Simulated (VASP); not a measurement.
# GW on CsSnI3, part 4 of 4

Wanted: how far GW moves the Kohn-Sham levels of CsSnI3. The cell has space group Pm-3m, a computed entry that need not be the common form of this compound. The start is a computed cell from the Materials Project.

VASP 6.6.1, plane waves and PAW; the level of theory is named at each step.

So far, quasiparticle gap on the mesh (eV): step 5 (evGW0) 1.13.

### Step 6. evGW (continued)

Level of this step: evGW on PBE; plane waves and PAW (Cs_sv_GW, I_GW, Sn_d_GW) (VASP).

Parts of OUTCAR (step 6):

```text
   NELECT =      44.0000    total number of electrons

 E-fermi :   2.6472

 QP shifts <psi_nk| G(iteration)W_0 |psi_nk>: iteration 2
 k-point   1 :       0.0000    0.0000    0.0000
  band No. old QP-enery  QP-energies   sigma(KS)   T+V_ion+V_H  V^pw_x(r,r')   Z            occupation Imag(sigma)
    ...
     19      -0.6095      -0.9301     -12.0363      10.9915     -13.9228       0.7363       2.0000       0.1617
     20      -0.4012      -0.6979     -12.1812      11.3779     -13.9491       0.7379       2.0000       0.1577
     21      -0.4012      -0.6979     -12.1812      11.3779     -13.9491       0.7379       2.0000       0.1577
     22      -0.4012      -0.6979     -12.1812      11.3779     -13.9491       0.7379       2.0000       0.1577
     23       4.8843       4.9632      -5.6069      10.5886      -2.4591       0.8105       0.0000      -0.0894
     24       5.9816       6.0788      -5.6948      11.7966      -2.5522       0.8086       0.0000      -0.0977
     25       5.9816       6.0788      -5.6948      11.7966      -2.5522       0.8086       0.0000      -0.0977
     26       6.3519       6.4467      -6.5762      13.0475      -3.1849       0.7949       0.0000      -0.1039
    ...

 k-point   2 :       0.2500    0.0000    0.0000
  band No. old QP-enery  QP-energies   sigma(KS)   T+V_ion+V_H  V^pw_x(r,r')   Z            occupation Imag(sigma)
    ...
     19      -0.6891      -1.0110     -11.8780      10.7514     -13.7681       0.7357       2.0000       0.1619
     20      -0.4856      -0.7893     -12.0997      11.2025     -13.9006       0.7377       2.0000       0.1589
     21      -0.4856      -0.7893     -12.0997      11.2025     -13.9006       0.7377       2.0000       0.1589
     22      -0.3404      -0.6113     -11.9819      11.2765     -13.5240       0.7423       2.0000       0.1535
     23       5.5151       5.6060      -9.0942      14.7293      -5.3745       0.7580       0.0000      -0.1068
     24       5.5182       5.6050      -6.9203      12.5484      -3.5605       0.7900       0.0000      -0.0942
     25       6.3231       6.4247      -5.8404      12.2898      -2.6388       0.8044       0.0000      -0.0995
     26       6.5064       6.6156      -5.9910      12.6334      -2.7844       0.8026       0.0000      -0.0992
    ...

 QP shifts <psi_nk| G(iteration)W_0 |psi_nk>: iteration 3
 k-point   1 :       0.0000    0.0000    0.0000
  band No. old QP-enery  QP-energies   sigma(KS)   T+V_ion+V_H  V^pw_x(r,r')   Z            occupation Imag(sigma)
    ...
     19      -0.9301      -1.0317     -12.0579      10.9915     -13.9228       0.7449       2.0000       0.1544
     20      -0.6979      -0.7925     -12.2025      11.3779     -13.9491       0.7470       2.0000       0.1506
     21      -0.6979      -0.7925     -12.2025      11.3779     -13.9491       0.7470       2.0000       0.1506
     22      -0.6979      -0.7925     -12.2025      11.3779     -13.9491       0.7470       2.0000       0.1506
     23       4.9632       4.9947      -5.5869      10.5886      -2.4591       0.8157       0.0000      -0.0846
     24       6.0788       6.1125      -5.6764      11.7966      -2.5522       0.8134       0.0000      -0.0921
     25       6.0788       6.1125      -5.6764      11.7966      -2.5522       0.8134       0.0000      -0.0921
     26       6.4467       6.4792      -6.5602      13.0475      -3.1849       0.8004       0.0000      -0.0984
    ...

 QP shifts <psi_nk| G(iteration)W_0 |psi_nk>: iteration 4
 k-point   1 :       0.0000    0.0000    0.0000
  band No. old QP-enery  QP-energies   sigma(KS)   T+V_ion+V_H  V^pw_x(r,r')   Z            occupation Imag(sigma)
    ...
     19      -1.0317      -1.0639     -12.0662      10.9915     -13.9228       0.7474       2.0000       0.1521
     20      -0.7925      -0.8226     -12.2106      11.3779     -13.9491       0.7498       2.0000       0.1484
     21      -0.7925      -0.8226     -12.2106      11.3779     -13.9491       0.7498       2.0000       0.1484
     22      -0.7925      -0.8226     -12.2106      11.3779     -13.9491       0.7498       2.0000       0.1484
     23       4.9947       5.0027      -5.5841      10.5886      -2.4591       0.8175       0.0000      -0.0836
     24       6.1125       6.1228      -5.6714      11.7966      -2.5522       0.8149       0.0000      -0.0903
     25       6.1125       6.1228      -5.6714      11.7966      -2.5522       0.8149       0.0000      -0.0903
     26       6.4792       6.4894      -6.5555      13.0475      -3.1849       0.8022       0.0000      -0.0967
    ...

[... 16 parts as in an earlier step ...]

[... 22 further parts left out ...]
```

This step gave:

| Property | Result |
| --- | --- |
| quasiparticle gap on the mesh | 1.242 eV |
| smallest direct quasiparticle gap on the mesh | 1.242 eV |

QP gap by iteration, by row:

```tsv
iteration	gap (eV)	direct gap (eV)
1	1.028	1.028
2	1.178	1.178
3	1.227	1.227
4	1.242	1.242
```

GW takes the gap from 0.470 to 1.242 eV. That is +109 meV against evGW0 on PBE. The last pass still moved it by +15 meV. Spin-orbit coupling is left out. The value holds for 568 bands, ENCUTGW = 100 eV and this mesh, and isn't shown to be converged in them. VASP warns that the automatic setting of its frequency mesh failed and advises more k points, so the value is in doubt.

### Step 7. Orbitals for another starting point

This step: PBE; plane waves and PAW (Cs_sv_GW, I_GW, Sn_d_GW) (VASP 6.6.1).

A hybrid converges faster from good orbitals, so a cheap PBE run writes WAVECAR first.

The input, INCAR:

```
SYSTEM = CsSnI3
PREC = Accurate
ENCUT = 300
EDIFF = 1E-05
NELM = 100
ISMEAR = 0
SIGMA = 0.01
LREAL = .FALSE.
ALGO = Normal
GGA = PE
NBANDS = 28
LORBIT = 11
LWAVE = .TRUE.
LCHARG = .FALSE.
KPAR = 8
```

The input, POSCAR:

```
CsSnI3
1.0
    6.2862280000      0.0000000000      0.0000000000
    0.0000000000      6.2862280000      0.0000000000
    0.0000000000      0.0000000000      6.2862280000
Cs I Sn
1 3 1
Direct
    0.5000000000      0.5000000000      0.5000000000
    0.5000000000      0.0000000000      0.0000000000
    0.0000000000      0.0000000000      0.5000000000
    0.0000000000      0.5000000000      0.0000000000
    0.0000000000      0.0000000000      0.0000000000
```

The input, KPOINTS:

```
Automatic mesh
0
Gamma
4 4 4
0 0 0
```

The projector-augmented-wave data sets are Cs_sv_GW, I_GW and Sn_d_GW (PBE family, release 64).

Started as:

```sh
$ mpirun -np 8 vasp_std
```

The log of the run:

```text
[... set-up lines as in an earlier step ...]
 entering main loop
       N       E                     dE             d eps       ncg     rms          rms(c)
[... 10 cycles as in an earlier step ...]
DAV:  11    -0.156353648663E+02   -0.39642E-04   -0.23040E-04   992   0.201E-01    0.164E-02
DAV:  12    -0.156353664347E+02   -0.15685E-05   -0.16612E-05   544   0.257E-02
   1 F= -.15635366E+02 E0= -.15635366E+02  d E =-.126646E-12
 writing wavefunctions
```

Run time: 11 s. Hardware: 8 MPI ranks of AMD EPYC 7R43, shared host; peak memory 1.7 GiB; 68 s of CPU time.

From OUTCAR (step 7):

```text
   NELECT =      44.0000    total number of electrons

 E-fermi :   2.4574

 k-point     1 :       0.0000    0.0000    0.0000
  band No.  band energies     occupation
    ...
     18       0.3227      2.00000
     19       0.3227      2.00000
     20       0.4616      2.00000
     21       0.4616      2.00000
     22       0.4616      2.00000
     23       4.7673      0.00000
     24       5.7708      0.00000
     25       5.7708      0.00000
     26       6.1118      0.00000
     27       6.1118      0.00000
    ...

  Total       -0.0647473     -0.0647473     -0.0647473     -0.0000000      0.0000000     -0.0000000
  in kB       -0.4176014     -0.4176014     -0.4176014     -0.0000000      0.0000000     -0.0000000
  external PRESSURE =      -0.4176014 kB  Pullay stress =       0.0000000 kB

  FREE ENERGIE OF THE ION-ELECTRON SYSTEM (eV)
  ---------------------------------------------------
  free  energy   TOTEN  =       -15.6353664347 eV

  energy  without entropy=      -15.6353664347  energy(sigma->0) =      -15.63536643

[... 9 parts as in an earlier step ...]

[... 9 further parts left out ...]
```

Numbers from this step:

```yaml
fermi_energy: 2.457 eV
pressure: -0.04176 GPa
gap_on_the_k_mesh: 0.4707 eV
least_direct_gap_on_the_k_mesh: 0.4707 eV
```

The run ends at a pressure of -0.04 GPa.

### Step 8. Another starting point

This step: HSE06; plane waves and PAW (Cs_sv_GW, I_GW, Sn_d_GW) (VASP 6.6.1).

To see how much the result owes to its start, the ground state is made again with HSE06. A small SIGMA keeps every occupation at zero or full.

The input, INCAR:

```
SYSTEM = CsSnI3
PREC = Accurate
ENCUT = 300
EDIFF = 1E-08
NELM = 100
ISMEAR = 0
SIGMA = 0.01
LREAL = .FALSE.
ALGO = Normal
LHFCALC = .TRUE.
AEXX = 0.25
GGA = PE
HFSCREEN = 0.2
LASPH = .TRUE.
NBANDS = 28
PRECFOCK = Fast
LORBIT = 11
LWAVE = .TRUE.
LCHARG = .FALSE.
KPAR = 8
```

POSCAR is that of step 7.

KPOINTS is that of step 7.

The run starts from files that an earlier step left in the folder.

Started as:

```sh
$ mpirun -np 8 vasp_std
```

The log of the run:

```text
[banner, memory and clock lines left out]
running    8 mpi-ranks, on    1 nodes
[...]
[... a notice as in an earlier step ...]

 LDA part: xc-table for (Slater+PW92), standard interpolation
 found WAVECAR, reading the header
 POSCAR, INCAR and KPOINTS ok, starting setup
[...]
reading WAVECAR
 the WAVECAR file was read successfully
 initial charge from wavefunction
 entering main loop
       N       E                     dE             d eps       ncg     rms          rms(c)
DAV:   1    -0.182852233873E+02   -0.18285E+02   -0.98688E-01   804   0.982E+00    0.142E+01
DAV:   2    -0.182940960942E+02   -0.88727E-02   -0.54663E-02   840   0.145E+00    0.103E+01
DAV:   3    -0.182908875176E+02    0.32086E-02   -0.69889E-03   864   0.973E-01    0.635E+00
 hard stop encountered!  aborting job ...
|                                                                             |
|           W    W    AA    RRRRR   N    N  II  N    N   GGGG   !!!           |
|           W    W   A  A   R    R  NN   N  II  NN   N  G    G  !!!           |
|           W    W  A    A  R    R  N N  N  II  N N  N  G       !!!           |
|           W WW W  AAAAAA  RRRRR   N  N N  II  N  N N  G  GGG   !            |
|           WW  WW  A    A  R   R   N   NN  II  N   NN  G    G                |
|           W    W  A    A  R    R  N    N  II  N    N   GGGG   !!!           |
|                                                                             |
|     The electronic self-consistency was not achieved in the given           |
|     number of steps (NELM). The forces and other quantities evaluated       |
|     might not be reliable so examine the results carefully. If you find     |
|     spurious results, we suggest increasing NELM, if you were close to      |
|     convergence or switching to a different ALGO or adjusting the           |
|     density mixing parameters otherwise.                                    |
|                                                                             |

 soft stop encountered!  aborting job ...
```

Elapsed: 2.9 min, on 8 MPI ranks.

The run was stopped at its time limit, by a STOPCAR file.

More ranks or a longer limit would be the way on.

### Step 9. Summary

This step: GW series: evGW0 on PBE, evGW on PBE; plane waves and PAW (VASP 6.6.1).

No new run; the numbers come from the runs before.

Cost is wall time times ranks on a shared host, with the step that makes the empty bands. GW runs:

```tsv
level	bands	ENCUTGW (eV)	NOMEGA	k mesh	starting gap (eV)	quasiparticle gap (eV)	direct gap (eV)	cost (core minutes)
evGW0 on PBE	568	100	48	4x4x4	0.4704	1.133	1.133	581.5
evGW on PBE	568	100	48	4x4x4	0.4704	1.242	1.242	689.6
```

### Step 10. Outcome

| Quantity | Value |
| --- | --- |
| evGW0 on PBE, 568 bands, ENCUTGW 100 eV, NOMEGA 48, mesh 4×4×4 | 0.470 → 1.133 eV |
| evGW on PBE, 568 bands, ENCUTGW 100 eV, NOMEGA 48, mesh 4×4×4 | 0.470 → 1.242 eV |

What this shows: evGW0 gives a quasiparticle gap of 1.133 eV on the mesh, 0.66 eV over the PBE gap on the same mesh. On mesh and path the starting valence top lies at (0.5, 0.5, 0.5) and the conduction bottom at (0.5, 0.5, 0.5), so the starting gap is direct. Both points lie on the GW mesh. Over the final values of the levels run here the gap spans 1.13 to 1.24 eV. In evGW0 the first pass, which is the one-shot result, gives 1.028 eV and pass 4 gives 1.133 eV; the last pass changed the gap by +3 meV, so the loop is converged. In evGW the first pass, which is the one-shot result, gives 1.028 eV and pass 4 gives 1.242 eV; the last pass changed the gap by +15 meV, so more passes would move it further. Bands, response cutoff and mesh weren't tested for convergence. The another starting point run ended without a result (timeout). The orbitals give an independent-particle dielectric component as large as 29 on this mesh, so the screening is unlikely to be converged. In Sn_d_GW the d shell is in the valence without all the semicore s and p states of the same shell; those stay frozen in the core, and how far that moves the GW gap wasn't tested here. Spin-orbit coupling is left out; with Cs, I and Sn in the cell it can split or shift band edges, by an amount that depends on which atoms form them and isn't tested here. VASP warned that the automatic setting of its frequency mesh failed, and advised more k points, in all GW runs. Those values are in doubt. Not tabulated here, as repeats of values shown or as unfit to read for their mesh, reference level or band range: gaps (relaxation); eps2 curves (empty bands); eps1 curves and static values (empty bands).

[Lines on the potential files, build, host, timing and source positions are cut from VASP's logs without a mark.]

[Logs are printed without paths, hosts, clocks, repeated set-up lines and the standing remarks that a program may print on its own settings, such as how far it seeks lower states.]

[Hosts, paths, dates, database ids (printed as entryN), source tags and the programs' standing remarks are cut or masked in the printed files.]

[Pressures printed for these runs are not shown converged in the cutoff: they can be off by several GPa and have the wrong sign.]
